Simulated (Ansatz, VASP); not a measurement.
## Cross-check of Ru (generalised stacking fault on (001) of Ru (basal plane)) between VASP and Ansatz

One calculation is typed for both programs; each brings its own data sets. How far apart do they land? The cell is taken from a series of runs on this material, whose earlier steps may have relaxed, scaled, displaced or heated it; both programs get it as it stands.

Calculated with Ansatz 0.2.0; plane waves, with VASP 6.6.1 beside it; r2SCAN.

**1. The starting structure**

The cell holds 12 atoms: 12 Ru. Cell: a = 2.715 Å, b = 2.715 Å, c = 25.682 Å, α = 90.6°, β = 89.4°, γ = 120.0°. It derives from Ru. 48 atoms of Ru, stacked on (0 0 1); one fault a cell: the periodic image above is shifted rigidly by 0.314 A along the in-plane vector of length 4.703 A (<112> type); atoms relaxed along the normal alone with the MACE-MP-0b2 potential. Lattice constants are starting values near those of PBE. Folded to one surface cell (a quarter of the atoms). The structure's axis is c.

**2. Ansatz: single point, r2SCAN**

Ansatz runs on its default PAW (the set named soft_2) files.

A single point takes one fixed geometry, so differences don't come from the geometry; what else differs is listed under the comparison.

File input.yaml:

```yaml
crystal:
  lattice:
    - [2.715, 0.0, 0.0]
    - [-1.3575, 2.35126, 0.0]
    - [0.2715, -0.15675, 25.68]
  atoms:
    - { symbol: Ru, position: [0.31473, 0.68527, 0.27901] }
    - { symbol: Ru, position: [0.97587, 0.02413, 0.36191] }
    - { symbol: Ru, position: [0.30367, 0.69633, 0.44502] }
    - { symbol: Ru, position: [0.96477, 0.03523, 0.52846] }
    - { symbol: Ru, position: [0.29256, 0.70744, 0.61164] }
    - { symbol: Ru, position: [0.95368, 0.04632, 0.69477] }
    - { symbol: Ru, position: [0.28147, 0.71853, 0.77797] }
    - { symbol: Ru, position: [0.94259, 0.05741, 0.8611] }
    - { symbol: Ru, position: [0.27038, 0.72962, 0.94428] }
    - { symbol: Ru, position: [0.93148, 0.06852, 0.02772] }
    - { symbol: Ru, position: [0.25928, 0.74072, 0.11083] }
    - { symbol: Ru, position: [0.92042, 0.07958, 0.19373] }
kpoints:
  mp_grid: { grid: [11, 11, 1] }
hamiltonian:
  xc: r2scan
scf:
  occupations: { method: fermi_dirac, width: 0.1 }
output:
  forces: true
```

Started as:

```console
ansatz run input.yaml --threads 6 --pin off --max-ram 102400MiB --backend cuda --events-out ev --progress --plain --runs-dir out
```

Numbers of over 12 decimals in the logs are rounded to 6 here.

What it wrote:

```text
Engine: ansatz 0.2.0, x86_64-unknown-linux-gnu
Pseudopotentials: kind: paw
Pseudopotential: Ru, paw, valence charge 16, recommended cutoff 500 eV (meta_gga), Ru.paw.azcp
Functional definition: r2SCAN
  parameter k0 = 0.174
  parameter k1 = 0.065
  parameter a1 = 4.9479
  exchange = r2scan_x(k0 = k0, k1 = k1, a1 = a1)
  correlation = r2scan_c
device memory: the entry about to start is reckoned to put 6.9 GiB on a device that reports 65.6 GiB free
GPU FFT provider: cuFFT
GPU libraries: cuBLAS 13.8.2, cuFFT 12.4.0, cuSOLVER 12.3.4
Crystal: 12 atoms, lattice volume = 163.933 Å³
Basis set: ecut = 500 eV, 4075 PW (Γ), exchange–correlation on 80×80×768 points (64 copies of the dense FFT grid, shifted against one another)
Bands: 116, of which v1, the nominal top of the filled ones, is band 96 counted from 1 (95 counted from 0)
Symmetry: 4 space group operations
Space group: C2/m (ITA 12), of the structure as read, at distance tolerance 5.5e-5 Å
k-points: 36 of 121
Non-local potential: Ru, projectors of the file, l = 0: 3, l = 1: 2, l = 2: 2, l = 3: 1
PAW form: soft (Blöchl's): semilocal exchange-correlation on the pseudo side does not see the compensation charge
PAW frozen core: Ru, regenerated for the run's functional (the file was generated under x = pbe(κ = 0.804, μ = 0.219515), c = pbe(β = 0.066725))
PAW one-centre angular grid: Ru, 590 points (default); XC on 160 Gauss nodes
Initial density: superposition of atomic densities (neutral atoms: chi_scale 0, normalization atom), corrected by the library's trained network
Initial wavefunctions: pseudopotential atomic-orbital guess
GPU buffer pool allocated for 76800 grid points (all kernels)
GPU transforms: local potential and band sums: pruned to the plane-wave sphere, on 20×20×192
Functional: x = r2scan, c = r2scan; τ floored in thin density (d = 2e-4 eV/Å³)
SCF iter   1: F=—  HF=-70688.279921 eV  |F-HF|=—  |Δ(HF+E_count)|=         —  Δρ=1.12e-2  dr2=5.23e-1  dr2_τ=8.62e-2  ethr=1.77e-3  ⟨swp⟩=5.1  Hψ=13117  notcnv=0  defer=11
preconditioner: auto → Kerker (q_TF=auto, 2.801 Å⁻¹)  [metal: Δε(μ)=0.011 eV  Ē_g=5.275 eV  σ=0.100 eV  W_gap=0.03  n_scr=64 (ndim 8)  ℏωp=28.4 eV  f_vac=0.000  D(μ)=10.82/eV (n_scr^D=136)]
SCF iter   2: F=—  HF=-70688.408593 eV  |F-HF|=—  |Δ(HF+E_count)|=   1.29e-1  Δρ=6.33e-3  dr2=3.81e-2  dr2_τ=3.16e-3  ethr=2.73e-4  ⟨swp⟩=1.3  Hψ=4935  notcnv=0  defer=18
SCF iter   3: F=—  HF=-70688.421555 eV  |F-HF|=—  |Δ(HF+E_count)|=   1.30e-2  Δρ=3.06e-3  dr2=6.68e-2  dr2_τ=1.04e-3  ethr=1.99e-5  ⟨swp⟩=2.0  Hψ=7000  notcnv=0  defer=18
SCF iter   4: F=—  HF=-70688.427045 eV  |F-HF|=—  |Δ(HF+E_count)|=   5.49e-3  Δρ=8.61e-4  dr2=4.44e-3  dr2_τ=1.54e-4  ethr=1.99e-5  ⟨swp⟩=1.0  Hψ=4157  notcnv=0  defer=18
SCF iter   5: F=—  HF=-70688.427990 eV  |F-HF|=—  |Δ(HF+E_count)|=   9.45e-4  Δρ=7.57e-4  dr2=4.03e-3  dr2_τ=1.92e-4  ethr=2.31e-6  ⟨swp⟩=1.3  Hψ=4210  notcnv=0  defer=18
SCF iter   6: F=—  HF=-70688.428343 eV  |F-HF|=—  |Δ(HF+E_count)|=   3.53e-4  Δρ=1.34e-4  dr2=3.46e-4  dr2_τ=4.81e-6  ethr=2.10e-6  ⟨swp⟩=1.1  Hψ=4163  notcnv=0  defer=18
SCF iter   7: F=—  HF=-70688.426792 eV  |F-HF|=—  |Δ(HF+E_count)|=   1.55e-3  Δρ=7.47e-5  dr2=1.11e-4  dr2_τ=1.51e-6  ethr=1.80e-7  ⟨swp⟩=1.3  Hψ=4170  notcnv=0  defer=18
SCF iter   8: F=—  HF=-70688.426791 eV  |F-HF|=—  |Δ(HF+E_count)|=   7.38e-7  Δρ=3.48e-5  dr2=1.15e-5  dr2_τ=2.18e-7  ethr=5.80e-8  ⟨swp⟩=1.1  Hψ=4159  notcnv=0  defer=18
SCF iter   9: F=—  HF=-70688.427278 eV  |F-HF|=—  |Δ(HF+E_count)|=   4.87e-4  Δρ=1.49e-5  dr2=3.94e-6  dr2_τ=7.71e-8  ethr=6.01e-9  ⟨swp⟩=1.4  Hψ=4177  notcnv=0  defer=20
SCF iter  10: F=—  HF=-70688.427278 eV  |F-HF|=—  |Δ(HF+E_count)|=   5.08e-8  Δρ=7.26e-6  dr2=1.47e-6  dr2_τ=1.55e-8  ethr=2.05e-9  ⟨swp⟩=1.0  Hψ=4156  notcnv=0  defer=20
SCF iter  11: F=—  HF=-70688.427278 eV  |F-HF|=—  |Δ(HF+E_count)|=   5.10e-8  Δρ=3.78e-6  dr2=2.11e-7  dr2_τ=4.62e-9  ethr=7.65e-10  ⟨swp⟩=1.0  Hψ=4155  notcnv=0  defer=20
SCF iter  12: F=-70688.427278 eV  HF=-70688.427278 eV  |F-HF|=3.19e-8  |Δ(HF+E_count)|=   8.45e-9  Δρ=1.40e-6  dr2=3.52e-8  dr2_τ=5.43e-10  ethr=5.21e-11  ⟨swp⟩=3.0  Hψ=11282  notcnv=0
SCF 1 converged in 12 iterations: F = -70688.427278 eV  dr2 = 3.52e-8
  greatest PAW one-centre occupation: 0.996 electrons in one spin orbital (limit 2), on the Ru atom at site 11 (counted from 0), in its partial waves of l = 1
SCF converged after 12 iterations
Free energy (F): -70688.427278 eV
Harris-Foulkes:  -70688.427278 eV  (|F-HF|=3.19e-8)
Internal energy: -70688.078007 eV  (E = F + TS)
E sigma→0 (E₀):  -70688.252643 eV
Entropy (-TS):   -0.349271 eV (-29.106 meV/atom)
Fermi energy:    23.171576 eV
--- Per-component energies (eV) ---
  E_band       = -858.995218
  E_kinetic    = 6166.061860
  E_local      = -15168.766256  (includes V_loc(G=0)·N_el)
  E_nonlocal   = 4113.626484
  E_hartree    = 4872.813992
  E_xc         = -2209.627662
  E_vxc        = -3201.151995  (∫ρ·V_xc dr)
  E_paw        = -41746.078810  (= ΣΔE_a)
  E_vpaw       = -2739.717482  (= ΣTr[D̂ρ^β])
  E_aug_tail   = 0.001165  (compensation charges beyond the density's cutoff)
  E_vtau       = 225.320988  (kinetic-family band-sum trace: ∫τ·v_τ [+ j·A + Jᵃ·Aᵃ] dr)
  E_ewald      = -26712.377314
  E_core_change = -3.731467  (= ΣΔE_core)
  E_smearing   = -0.349271  (= −TS)
  E_closure    = -0.000000  (closes the sum)
  Σ components = -70688.427278   (vs F -70688.427278, Δ=0.00e0)
--- Forces (eV/Å), atoms counted from 1 ---
  atom   1  Ru    -0.60221259     0.34768760     0.01070495
  atom   2  Ru     0.04953898    -0.02860134    -0.01665123
  atom   3  Ru     0.00277827    -0.00160404    -0.01031732
  atom   4  Ru    -0.02050430     0.01183816    -0.00464896
  atom   5  Ru     0.00284087    -0.00164018    -0.01439245
  atom   6  Ru    -0.01247699     0.00720359    -0.01169419
  atom   7  Ru     0.01247699    -0.00720359     0.01169419
  atom   8  Ru    -0.00284087     0.00164018     0.01439245
  atom   9  Ru     0.02050430    -0.01183816     0.00464896
  atom  10  Ru    -0.00277827     0.00160404     0.01031732
  atom  11  Ru    -0.04953898     0.02860134     0.01665123
  atom  12  Ru     0.60221259    -0.34768760    -0.01070495
  max |Σ_I F_I| component: 1.11e-16 eV/Å
```

**3. VASP: single point, r2SCAN**

The same cell, functional, mesh and smearing now go to VASP, with its own data sets.

Lines of VASP's logs that name or quote its potential files are left out, and so is its time.

File INCAR:

```
SYSTEM = Ru
PREC = Accurate
ENCUT = 440
EDIFF = 1E-06
NELM = 120
ISMEAR = -1
SIGMA = 0.1
LREAL = .FALSE.
ALGO = Normal
METAGGA = R2SCAN
LASPH = .TRUE.
NBANDS = 104
LORBIT = 11
LWAVE = .FALSE.
LCHARG = .FALSE.
ISIF = 2
GGA_COMPAT = .FALSE.
LMIXTAU = .TRUE.
KPAR = 2
```

File POSCAR:

```
Ru
1.0
    2.7150000000      0.0000000000      0.0000000000
   -1.3575000000      2.3512600000      0.0000000000
    0.2715000000     -0.1567500000     25.6800000000
Ru
12
Direct
    0.3147300000      0.6852700000      0.2790100000
    0.9758700000      0.0241300000      0.3619100000
    0.3036700000      0.6963300000      0.4450200000
    0.9647700000      0.0352300000      0.5284600000
    0.2925600000      0.7074400000      0.6116400000
    0.9536800000      0.0463200000      0.6947700000
    0.2814700000      0.7185300000      0.7779700000
    0.9425900000      0.0574100000      0.8611000000
    0.2703800000      0.7296200000      0.9442800000
    0.9314800000      0.0685200000      0.0277200000
    0.2592800000      0.7407200000      0.1108300000
    0.9204200000      0.0795800000      0.1937300000
```

File KPOINTS:

```
Automatic mesh
0
Gamma
11 11 1
0 0 0
```

Potentials, in the order of the species: Ru_pv (PBE family, release 64).

Started as:

```console
mpirun -np 2 vasp_std
```

What it wrote:

```text
[banner, memory and clock lines left out]
running    2 mpi-ranks, on    1 nodes
 distrk:  each k-point on    1 cores,    2 groups
 distr:  one band on    1 cores,    1 groups

 POSCAR found type information on POSCAR Ru
 POSCAR found :  1 types and      12 ions
|                                                                             |
|               ----> ADVICE to this user running VASP <----                  |
|                                                                             |
|     You enforced a specific xc type in the INCAR file but a different       |
|     [... a line on the potential file left out ...]
|     I HOPE YOU KNOW WHAT YOU ARE DOING!                                     |
|                                                                             |

 LDA part: xc-table for (None), standard interpolation
 POSCAR, INCAR and KPOINTS ok, starting setup
 FFT: planning ... GRIDC
 FFT: planning ... GRID_SOFT
 FFT: planning ... GRID
 WAVECAR not read
 entering main loop
       N       E                     dE             d eps       ncg     rms          rms(c)
DAV:   1     0.190854608722E+04    0.19085E+04   -0.92512E+04  7536   0.164E+03
DAV:   2    -0.276174109651E+03   -0.21847E+04   -0.21102E+04  7760   0.559E+02
DAV:   3    -0.366096693926E+03   -0.89923E+02   -0.84070E+02  8560   0.115E+02
DAV:   4    -0.368784623440E+03   -0.26879E+01   -0.26579E+01  8400   0.158E+01
DAV:   5    -0.368942223282E+03   -0.15760E+00   -0.14358E+00  9944   0.267E+00    0.549E+01
DAV:   6    -0.339767993830E+03    0.29174E+02   -0.44792E+01  7632   0.317E+01    0.908E+00
DAV:   7    -0.370776144425E+03   -0.31008E+02   -0.53807E+01 10184   0.535E+01    0.488E+01
DAV:   8    -0.340429710591E+03    0.30346E+02   -0.42790E+01 10344   0.252E+01    0.346E+00
DAV:   9    -0.335026086951E+03    0.54036E+01   -0.27278E+00  8656   0.727E+00    0.313E+00
DAV:  10    -0.333181054152E+03    0.18450E+01   -0.41687E-01  8840   0.536E+00    0.242E+00
DAV:  11    -0.331461586252E+03    0.17195E+01   -0.15288E-01  8640   0.300E+00    0.170E+00
DAV:  12    -0.329169678285E+03    0.22919E+01   -0.10205E-01  8504   0.270E+00    0.102E+00
DAV:  13    -0.326473599581E+03    0.26961E+01   -0.69128E-02  8016   0.171E+00    0.931E-01
DAV:  14    -0.324023325825E+03    0.24503E+01   -0.40280E-02  7848   0.128E+00    0.907E-01
[...]
DAV:  39    -0.305109047563E+03   -0.63479E-04   -0.20032E-05  7432   0.155E-02    0.601E-02
DAV:  40    -0.305109045193E+03    0.23695E-05   -0.29224E-06  5824   0.848E-03    0.515E-02
DAV:  41    -0.305109048420E+03   -0.32270E-05   -0.11880E-06  4344   0.533E-03    0.467E-02
DAV:  42    -0.305109042867E+03    0.55528E-05   -0.51519E-06  6568   0.982E-03    0.377E-02
DAV:  43    -0.305109048558E+03   -0.56907E-05   -0.53358E-06  6576   0.102E-02    0.291E-02
DAV:  44    -0.305109045725E+03    0.28331E-05   -0.22550E-06  4304   0.708E-03    0.222E-02
DAV:  45    -0.305109039943E+03    0.57818E-05   -0.28417E-06  5464   0.715E-03    0.131E-02
DAV:  46    -0.305109039451E+03    0.49221E-06   -0.50383E-07  4064   0.296E-03
   1 F= -.30510904E+03 E0= -.30493443E+03  d E =-.349221E+00
```

OUTCAR, selected parts (step 3):

```text
ion  position               nearest neighbor table
   1  0.315  0.685  0.279-  12 2.62  12 2.62   2 2.64   2 2.64   2 2.64  12 2.89
   2  0.976  0.024  0.362-   1 2.64   1 2.64   1 2.64   3 2.65   3 2.65   3 2.65
   3  0.304  0.696  0.445-   2 2.65   2 2.65   2 2.65   4 2.65   4 2.65   4 2.65
   4  0.965  0.035  0.528-   5 2.65   5 2.65   5 2.65   3 2.65   3 2.65   3 2.65
   5  0.293  0.707  0.612-   6 2.65   6 2.65   6 2.65   4 2.65   4 2.65   4 2.65
   6  0.954  0.046  0.695-   5 2.65   5 2.65   5 2.65   7 2.65   7 2.65   7 2.65
   7  0.281  0.719  0.778-   8 2.65   8 2.65   8 2.65   6 2.65   6 2.65   6 2.65
   8  0.943  0.057  0.861-   7 2.65   7 2.65   7 2.65   9 2.65   9 2.65   9 2.65
   9  0.270  0.730  0.944-   8 2.65   8 2.65   8 2.65  10 2.65  10 2.65  10 2.65
  10  0.931  0.069  0.028-  11 2.65  11 2.65  11 2.65   9 2.65   9 2.65   9 2.65
  11  0.259  0.741  0.111-  12 2.64  12 2.64  12 2.64  10 2.65  10 2.65  10 2.65
  12  0.920  0.080  0.194-   1 2.62   1 2.62  11 2.64  11 2.64  11 2.64   1 2.89

  LATTYP: Found a base centered monoclinic cell.
 ALAT       =     4.7025184569
 B/A-ratio  =     0.5773503955
 C/A-ratio  =     5.4613105233
 COS(beta)  =    -0.0122070693

 Subroutine GETGRP returns: Found  4 space group operations
 (whereof  2 operations were pure point group operations)

The static configuration has the point symmetry C_1h.
 The point group associated with its full space group is C_2h.

 Found     36 irreducible k-points:

   k-points           NKPTS =     36   k-points in BZ     NKDIM =     36   number of bands    NBANDS=    104

   dimension x,y,z NGX =    20 NGY =   20 NGZ =  180
   dimension x,y,z NGXF=    40 NGYF=   40 NGZF=  360

   ENCUT  =  440.0 eV  32.34 Ry    5.69 a.u.   4.64  4.64 43.92*2*pi/ulx,y,z

   NELECT =     168.0000    total number of electrons

 k-points in reciprocal lattice and weights: Automatic mesh
   0.00000000  0.00000000  0.00000000       0.008
   0.09090909 -0.00000000  0.00000000       0.033
   0.18181818 -0.00000000  0.00000000       0.033
   0.27272727 -0.00000000  0.00000000       0.033
   0.36363636 -0.00000000  0.00000000       0.033
   0.45454545 -0.00000000 -0.00000000       0.033
   0.09090909  0.09090909  0.00000000       0.017
   0.18181818  0.09090909  0.00000000       0.033
   0.27272727  0.09090909  0.00000000       0.033
[...]
0.45454545  0.45454545 -0.00000000       0.017
  -0.45454545  0.45454545  0.00000000       0.017

 average (electrostatic) potential at core
       1 -72.4335       2 -72.4858       3 -72.4582       4 -72.4566       5 -72.4631
       6 -72.4611       7 -72.4610       8 -72.4630       9 -72.4565      10 -72.4581
      11 -72.4857      12 -72.4335

 E-fermi :  12.5753

 k-point     1 :       0.0000    0.0000    0.0000
  band No.  band energies     occupation
    ...
     87      11.7120      1.99964
     88      12.2880      1.89303
     89      12.3230      1.85143
     90      12.3505      1.80891
     91      12.5264      1.23994
     92      12.9951      0.02960
     93      12.9957      0.02942
     94      13.0703      0.01407
     95      13.1002      0.01045
     96      13.1815      0.00465
    ...

 k-point     2 :       0.0909   -0.0000    0.0000
  band No.  band energies     occupation
    ...
     90      12.1740      1.96448
     91      12.2701      1.90974
     92      12.3322      1.83834
     93      12.4248      1.63673
     94      12.5098      1.31618
     95      13.0640      0.01498
     96      13.1815      0.00465
     97      13.3674      0.00073
     98      13.3988      0.00053
     99      13.6170      0.00006
    ...

 k-point     3 :       0.1818   -0.0000    0.0000
  band No.  band energies     occupation
    ...
     88      11.5747      1.99991
     89      11.8525      1.99855
     90      11.8958      1.99776
     91      12.2372      1.93419
     92      12.3139      1.86350
     93      12.7087      0.41704
     94      12.7329      0.34260
     95      13.0419      0.01864
     96      13.1467      0.00658
     97      13.6562      0.00004
    ...

  Total       -2.9549992     -2.5472404     -1.4156709      0.3531315      0.6819807     -1.1812242
  in kB      -28.8803493    -24.8951645    -13.8358992      3.4512911      6.6652612    -11.5445609
  external PRESSURE =     -22.5371377 kB  Pullay stress =       0.0000000 kB

  energy-cutoff  :      440.00
  volume of cell :      163.93
      direct lattice vectors                 reciprocal lattice vectors
     2.715000000  0.000000000  0.000000000     0.368324125  0.212651940 -0.002596060
    -1.357500000  2.351260000  0.000000000     0.000000000  0.425303880  0.002596043
     0.271500000 -0.156750000 25.680000000     0.000000000  0.000000000  0.038940810

 POSITION                                       TOTAL-FORCE (eV/Angst)
 -----------------------------------------------------------------------------------
     -0.00001      1.56751      7.16498        -0.604231      0.348853      0.000446
      2.71499      0.00001      9.29385         0.049355     -0.028495     -0.015499
      0.00002      1.56750     11.42811         0.002791     -0.001612     -0.008108
      2.71500     -0.00000     13.57085        -0.020536      0.011856     -0.006375
      0.00001      1.56750     15.70692         0.002893     -0.001670     -0.014718
      2.71499      0.00001     17.84169        -0.012599      0.007274     -0.011275
      0.00001      1.56750     19.97827         0.012599     -0.007274      0.011275
      2.71499      0.00001     22.11305        -0.002893      0.001670      0.014718
     -0.00001      1.56751     24.24911         0.020536     -0.011856      0.006375
      2.44348      0.15676      0.71185        -0.002791      0.001612      0.008108
     -0.27149      1.72425      2.84611        -0.049355      0.028495      0.015499
      2.44351      0.15675      4.97499         0.604231     -0.348853     -0.000446
 -----------------------------------------------------------------------------------
    total drift:                               -0.000014      0.000008     -0.000160

  FREE ENERGIE OF THE ION-ELECTRON SYSTEM (eV)
  ---------------------------------------------------
  free  energy   TOTEN  =      -305.1090394510 eV

  energy  without entropy=     -304.7598181278  energy(sigma->0) =     -304.93442879

 total charge
# of ion       s       p       d       tot
------------------------------------------
    1        0.404   6.306   5.944  12.654
    2        0.408   6.315   5.946  12.669
    3        0.407   6.313   5.946  12.666
    4        0.407   6.313   5.945  12.664
    5        0.407   6.314   5.946  12.667
    6        0.407   6.314   5.946  12.668
    7        0.407   6.314   5.946  12.668
    8        0.407   6.314   5.946  12.667
    9        0.407   6.313   5.945  12.664
   10        0.407   6.313   5.946  12.666
   11        0.408   6.315   5.946  12.669
   12        0.404   6.306   5.944  12.654
--------------------------------------------------
tot          4.881  75.750  71.345 151.977

[... 3 further parts left out ...]
```

The run ends at a pressure of -2.25 GPa, with forces up to 0.70 eV/Å.

**4. Differences**

Known differences besides the potentials themselves: VASP keeps PBE cores, Ansatz makes them for the functional; the data sets hold 192 valence electrons in Ansatz (on its default PAW (the set named soft_2) files) and 168 in VASP; the cutoff is 500 eV in Ansatz and 440 eV in VASP. Total energies have different zeros and are not compared.

Forces on 8 of the 12 atoms, those with the largest forces and the largest differences (eV/Å; atoms numbered as in POSCAR):

```
atom         Ansatz x, y, z           VASP x, y, z
 Ru1   -0.602, 0.348, 0.011   -0.604, 0.349, 0.000
 Ru2  0.050, -0.029, -0.017  0.049, -0.028, -0.015
 Ru4  -0.021, 0.012, -0.005  -0.021, 0.012, -0.006
 Ru7   0.012, -0.007, 0.012   0.013, -0.007, 0.011
 Ru9   0.021, -0.012, 0.005   0.021, -0.012, 0.006
Ru10   -0.003, 0.002, 0.010   -0.003, 0.002, 0.008
Ru11   -0.050, 0.029, 0.017   -0.049, 0.028, 0.015
Ru12  0.602, -0.348, -0.011   0.604, -0.349, 0.000
```

The forces differ by 2.6 meV/Å r.m.s., which is 1.6 % of the r.m.s. force of 0.165 eV/Å (both taken over all components).

**5. Results**

| Property | Result |
| --- | --- |
| r.m.s. force difference (single point, r2SCAN) | 2.6 meV/Å |

**Reading.** The r.m.s. force difference is 2.6 meV/Å (single point, r2SCAN), within the 12 meV/Å picked in this series as the mark of a large difference. The data sets hold unlike numbers of valence electrons (192 in Ansatz and 168 in VASP), so part of the differences may come from the potentials. How closely two codes agree says nothing of how well the functional describes the real material.

[Lines on the potential files, build, host, timing and source positions are cut from VASP's logs without a mark.]

[Logs are printed without paths, hosts, clocks, repeated set-up lines and the standing remarks that a program may print on its own settings, such as how far it seeks lower states.]

[Hosts, paths, dates, database ids (printed as entryN), source tags and the programs' standing remarks are cut or masked in the printed files.]
